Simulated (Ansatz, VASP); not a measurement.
SnP4: VASP beside Ansatz

The input INCAR:

```
SYSTEM = SnP4
PREC     = Accurate       ! precision mode
ENCUT    = 600            ! plane-wave cutoff, eV
EDIFF    = 1E-6           ! SCF threshold, eV
ISMEAR   = 0              ! smearing method
SIGMA    = 0.2            ! smearing width, eV
LREAL    = .FALSE.        ! projectors in reciprocal space
LASPH    = .TRUE.         ! aspherical terms in the spheres
NELM     = 80             ! most SCF steps
ALGO     = Normal         ! electronic algorithm
ISIF     = 3              ! what is computed and relaxed
LWAVE    = .FALSE.        ! write WAVECAR
LCHARG   = .FALSE.        ! write CHGCAR
GGA      = PE             ! functional
IBRION   = 2              ! ionic algorithm
NSW      = 36             ! ionic steps
EDIFFG   = -0.08          ! ionic threshold
```

KPOINTS

```
regular mesh
0
G
  5 5 2
  0 0 0
```

The input POSCAR:

```
SnP4
1.0
    3.6000000000      0.0000000000      0.0000000000
   -1.8000000000      3.1176914500      0.0000000000
    0.0000000000      0.0000000000      9.2000000000
Sn P
1 4
Direct
    0.0000000000      0.0000000000      0.0000000000
    0.3333333300      0.6666666700      0.2000000000
    0.6666666700      0.3333333300      0.3100000000
    0.6666666700      0.3333333300      0.8000000000
    0.3333333300      0.6666666700      0.6900000000
```

Input for Ansatz:

```yaml
crystal:
  lattice:
    - [3.6, 0.0, 0.0]
    - [-1.8, 3.11769145, 0.0]
    - [0.0, 0.0, 9.2]
  atoms:
    - { symbol: Sn, position: [0.0, 0.0, 0.0] }
    - { symbol: P, position: [0.33333333, 0.66666667, 0.2] }
    - { symbol: P, position: [0.66666667, 0.33333333, 0.31] }
    - { symbol: P, position: [0.66666667, 0.33333333, 0.8] }
    - { symbol: P, position: [0.33333333, 0.66666667, 0.69] }
basis:
  ecutwfc: 420
kpoints:
  mp_grid: { grid: [5, 5, 2] }
hamiltonian:
  xc: pbe
scf:
  occupations: { method: gaussian, width: 0.2 }
  lower_state_search: "off"
output:
  forces: true
  stress: true
  eigenvalues: true
relax:
  adjacent_minimum: "off"
  f_tol: 0.08
  max_steps: 16
  cell: { stress_tol: 0.8 }
```

Alike in both runs: task relaxation of cell and atoms; functional PBE; k mesh 5 × 5 × 2; occupations gaussian, width 0.2 eV; no spin polarisation.

|  | VASP | Ansatz |
| --- | --- | --- |
| version | VASP 6.6.1 | Ansatz 0.2.0 |
| potentials or method | VASP PAW PBE potentials, release 64 (Sn_d, P) | scalar-relativistic, plane waves, PAW |
| plane-wave cutoff (eV) | 600 | 420 |
| valence electrons in the cell | 34 | 34 |

|  | VASP | Ansatz | Ansatz less VASP |
| --- | --- | --- | --- |
| gap on the k mesh at the Fermi level, each at its own relaxed structure (eV) | none | none | - |
| relaxed volume (Å³/atom) | 23.65 | 20.59 | -3.058 |
| relaxed cell length with the largest relative difference (Å) | 12.298 | 10.632 | -1.6658 |
| energy change over the relaxation (meV/atom) | -226 | -224 | +2.4 |

A gap of «none» marks a metal or a gap that the smearing closes. One of these differences is far larger than is usual between the two programs; its cause wasn't traced.

Caveats: the k mesh is coarse (spacing up to 0.40 Å⁻¹), so the values aren't converged; this functional lacks dispersion, which binds the layers, so the pressure and a relaxed spacing across them are unreliable.
